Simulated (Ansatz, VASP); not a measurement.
# SiNi in two plane-wave programs, part 2 of 2

Wanted: the spread between two codes on one cell, functional and k mesh. The structure shown is the end of the Ansatz relaxation below.

VASP 6.6.1 and Ansatz 0.2.0.

So far: The starting structure; Ansatz: relaxation, PBEsol; VASP: single point, PBEsol, pair 1; Comparison.

## (5) Ansatz: relaxation, PBEsol

Level of this step: Ansatz beside VASP: Kohn-Sham DFT, plane waves, PBEsol (Ansatz).

This run makes the geometry at which the two programs are then compared. The cell compared in this pair holds 94.79 Å³, against 93.42 Å³ for the pair before.

The structure compared here is the end of the Ansatz relaxation.

The input, input.yaml:

```yaml
crystal:
  lattice:
    - [5.098495815, 0.0, 0.0]
    - [0.0, 3.33942252, 0.0]
    - [0.0, 0.0, 5.57383145]
  atoms:
    - { symbol: Ni, position: [0.0092283, 0.25, 0.1870319] }
    - { symbol: Ni, position: [0.4907717, 0.75, 0.6870319] }
    - { symbol: Ni, position: [0.5092283, 0.25, 0.3129681] }
    - { symbol: Ni, position: [0.9907717, 0.75, 0.8129681] }
    - { symbol: Si, position: [0.3210584, 0.75, 0.0862769] }
    - { symbol: Si, position: [0.1789416, 0.25, 0.5862769] }
    - { symbol: Si, position: [0.8210584, 0.75, 0.4137231] }
    - { symbol: Si, position: [0.6789416, 0.25, 0.9137231] }
kpoints:
  mp_grid: { grid: [9, 13, 8] }
scf:
  occupations: { method: fermi_dirac, width: 0.05 }
hamiltonian:
  xc: pbesol
  pseudopotentials: { kind: paw, azcp: { folder: soft_1 }, xc_functional: pbe }
basis:
  ecutwfc: 600
output:
  forces: true
  stress: true
  write_density: true
  write_potential: true
  elf: true
  volumetric_format: npy
relax:
  f_tol: 0.005
  max_steps: 70
  cell: { stress_tol: 0.02, p_target: 0, fix: [c, alpha, beta, gamma] }
```

Started as:

```bash
$ ansatz run input.yaml --threads 4 --pin off --max-ram 10240MiB --backend cpu --events-out ev --progress --plain --runs-dir out
```

Numbers of over 12 decimals in the logs are rounded to 6 here.

The program printed:

```text
[...]
Crystal: 8 atoms, lattice volume = 94.900 Å³
Basis set: ecut = 600 eV, 3167 PW (Γ), exchange–correlation on 90×54×90 points (8 copies of the dense FFT grid, shifted against one another)
Bands: 53, of which v1, the nominal top of the filled ones, is band 44 counted from 1 (43 counted from 0)
Symmetry: 8 space group operations
[...]
k-points: 175 of 936
[...]
- [0.0, 0.0, 5.57383145]
  atoms:
    - { symbol: Ni, position: [0.00865453, 0.25, 0.187727] }
    - { symbol: Ni, position: [0.491345, 0.75, 0.687727] }
    - { symbol: Ni, position: [0.508655, 0.25, 0.312273] }
    - { symbol: Ni, position: [0.991345, 0.75, 0.812273] }
    - { symbol: Si, position: [0.320429, 0.75, 0.084080] }
    - { symbol: Si, position: [0.179571, 0.25, 0.584080] }
    - { symbol: Si, position: [0.820429, 0.75, 0.415920] }
    - { symbol: Si, position: [0.679571, 0.25, 0.915920] }
[key lines of the parts left out:]
SCF converged after 8 iterations
Free energy (F): -25710.641736 eV
Fermi energy:    14.905285 eV
P = ⅓ Tr σ = -0.5117 GPa (-5.117 kbar)
```

## (6) VASP: single point, PBEsol, pair 2

The same cell, functional, mesh and smearing now go to VASP, with its own data sets.

The input, INCAR:

```
SYSTEM = SiNi
PREC = Accurate
ENCUT = 600
EDIFF = 1E-06
NELM = 120
ISMEAR = -1
SIGMA = 0.05
LREAL = .FALSE.
ALGO = Normal
GGA = PS
NBANDS = 36
LASPH = .TRUE.
LORBIT = 11
LWAVE = .FALSE.
LCHARG = .FALSE.
ISIF = 2
GGA_COMPAT = .FALSE.
KPAR = 2
```

The input, POSCAR:

```
SiNi
1.0
    5.1177538843      0.0000000000      0.0000000000
    0.0000000000      3.3230294632      0.0000000000
    0.0000000000      0.0000000000      5.5738314500
Ni Si
4 4
Direct
    0.0086545332      0.2500000000      0.1877265846
    0.4913454668      0.7500000000      0.6877265846
    0.5086545332      0.2500000000      0.3122734154
    0.9913454668      0.7500000000      0.8122734154
    0.3204291025      0.7500000000      0.0840800902
    0.1795708975      0.2500000000      0.5840800902
    0.8204291025      0.7500000000      0.4159199098
    0.6795708975      0.2500000000      0.9159199098
```

The input, KPOINTS:

```
Automatic mesh
0
Gamma
9 13 8
0 0 0
```

PAW data sets: Ni and Si (PBE family, release 64).

Started as:

```bash
$ mpirun -np 2 vasp_std
```

The program printed:

```text
[banner, memory and clock lines left out]
running    2 mpi-ranks, on    1 nodes
[...]
[... a notice as in an earlier step ...]

 LDA part: xc-table for (Slater+PW92), standard interpolation
 POSCAR, INCAR and KPOINTS ok, starting setup
[...]
entering main loop
       N       E                     dE             d eps       ncg     rms          rms(c)
DAV:   1     0.392217520394E+03    0.39222E+03   -0.26940E+04 12600   0.205E+03
DAV:   2    -0.244000342498E+02   -0.41662E+03   -0.40304E+03 12604   0.405E+02
DAV:   3    -0.587652022904E+02   -0.34365E+02   -0.33221E+02 13680   0.138E+02
DAV:   4    -0.601051613720E+02   -0.13400E+01   -0.13277E+01 15524   0.247E+01
[...]
DAV:  13    -0.522648453954E+02    0.36453E-04   -0.67825E-05 19604   0.774E-02    0.249E-02
DAV:  14    -0.522648449155E+02    0.47991E-06   -0.16341E-05 17232   0.253E-02    0.663E-03
DAV:  15    -0.522648447437E+02    0.17182E-06   -0.13697E-06  7788   0.170E-02
   1 F= -.52264845E+02 E0= -.52256902E+02  d E =-.158861E-01
```

OUTCAR, selected parts (step 6):

```text
  Total        0.1229124      0.0291403     -0.8046589      0.0000000      0.0000000      0.0000000
  in kB        2.0774889      0.4925355    -13.6005034      0.0000000      0.0000000      0.0000000
  external PRESSURE =      -3.6768263 kB  Pullay stress =       0.0000000 kB

 POSITION                                       TOTAL-FORCE (eV/Angst)
 -----------------------------------------------------------------------------------
      0.04429      0.83076      1.04636         0.012288      0.000000     -0.002424
      2.51459      2.49227      3.83327        -0.012288     -0.000000     -0.002424
      2.60317      0.83076      1.74056         0.012288     -0.000000      0.002424
      5.07346      2.49227      4.52748        -0.012288     -0.000000      0.002424
      1.63988      2.49227      0.46865        -0.000963     -0.000000      0.003443
      0.91900      0.83076      3.25556         0.000963     -0.000000      0.003443
      4.19875      2.49227      2.31827        -0.000963     -0.000000     -0.003443
      3.47788      0.83076      5.10518         0.000963     -0.000000     -0.003443
 -----------------------------------------------------------------------------------
    total drift:                                0.000000      0.000000      0.000000

  FREE ENERGIE OF THE ION-ELECTRON SYSTEM (eV)
  ---------------------------------------------------
  free  energy   TOTEN  =       -52.2648447437 eV

  energy  without entropy=      -52.2489586038  energy(sigma->0) =      -52.25690167

[... 1 part as in an earlier step ...]

[... 2 further parts left out ...]
[key lines of the parts left out:]
E-fermi :  10.6475
```

The run ends at a pressure of -0.37 GPa, with forces up to 0.013 eV/Å.

## (7) Side by side

What differs besides the data sets and the points named for the pairs above, as far as they apply: the data sets hold 88 valence electrons in Ansatz (on its PAW soft_1 files) and 56 in VASP. Total energies have different zeros and are not compared.

Both answers:

```
      quantity  Ansatz   VASP  difference
pressure (GPa)   -0.51  -0.37       -0.14
```

At this near-relaxed geometry the largest component of a force difference is 12 meV/Å.

## (8) What came out

| Property | Result |
| --- | --- |
| difference in pressure (single point, PBEsol, pair 1) | -0.14 GPa |
| r.m.s. force difference (single point, PBEsol, pair 1) | 6.9 meV/Å |
| difference in pressure (single point, PBEsol, pair 2) | -0.14 GPa |

The r.m.s. force difference is 6.9 meV/Å (single point, PBEsol, pair 1), within the 12 meV/Å picked in this series as the mark of a large difference. The data sets hold unlike numbers of valence electrons (88 in Ansatz and 56 in VASP), so part of the differences comes from the potentials. How closely two codes agree says nothing of how well the functional describes the real material.

[Lines on the potential files, build, host, timing and source positions are cut from VASP's logs without a mark.]

[Logs are printed without paths, hosts, clocks, repeated set-up lines and the standing remarks that a program may print on its own settings, such as how far it seeks lower states.]

[Hosts, paths, dates, database ids (printed as entryN), source tags and the programs' standing remarks are cut or masked in the printed files.]
